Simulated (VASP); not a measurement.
An input for Quantum ESPRESSO's pw.x (written as the equivalent of a VASP run, and not itself run):

```
&CONTROL
  calculation = 'scf'
  pseudo_dir = './pseudo'
  outdir = './out'
  tprnfor = .true.
  tstress = .true.
/
&SYSTEM
  ibrav = 0
  nat = 2
  ntyp = 2
  ecutwfc = 84
  occupations = 'smearing'
  smearing = 'methfessel-paxton'
  degauss = 0.00735
  input_dft = 'rpbe'
/
&ELECTRONS
  conv_thr = 7.3e-09
  electron_maxstep = 100
/
ATOMIC_SPECIES
  Hf 178.490 Hf.upf
  N 14.007 N.upf
CELL_PARAMETERS angstrom
     0.0000000    2.2797453    2.2797453
     2.2797453    0.0000000    2.2797453
     2.2797453    2.2797453    0.0000000
ATOMIC_POSITIONS crystal
  Hf   0.0000000  0.0000000  0.0000000
  N    0.5000000  0.5000000  0.5000000
K_POINTS automatic
  14 14 14 0 0 0
```

### Question
Write the VASP files for the same calculation (RPBE).

### Answer
Several could match; the one computed here: 
KPOINTS:
```
Automatic mesh
0
Gamma
14 14 14
0 0 0
```

### INCAR
```
# general
SYSTEM   =  HfN
PREC     =  Accurate
ENCUT    =  520
LREAL    =  F
LASPH    =  T

# electronic loop
EDIFF    =  1E-7
NELM     =  100
ALGO     =  Normal   # blocked Davidson
LMAXMIX  =  6   # l cut-off of mixed one-centre charges

# smearing
ISMEAR   =  1   # Methfessel-Paxton
SIGMA    =  0.1

# functional
GGA      =  RP

# ions
ISIF     =  2   # forces and stress, cell fixed

# output
LWAVE    =  F
LCHARG   =  F
```

### POSCAR
```
HfN
1.0
  0.0000000000   2.2797452575   2.2797452575
  2.2797452575   0.0000000000   2.2797452575
  2.2797452575   2.2797452575   0.0000000000
Hf N
1 1
Direct
  0.0000000000   0.0000000000   0.0000000000
  0.5000000000   0.5000000000   0.5000000000
```

POTCAR, in this order: Hf_pv N (PBE.64 set). Program: vasp_std.

Limits of the translation: the potentials are each code's own (VASP's PAW set, PseudoDojo norm-conserving files in pw.x), so ENCUT and ecutwfc are chosen apart and not converted; conv_thr bounds pw.x's estimated SCF error, while EDIFF bounds the energy change between steps.

The compound is HfN in the rock salt structure. It was relaxed first.
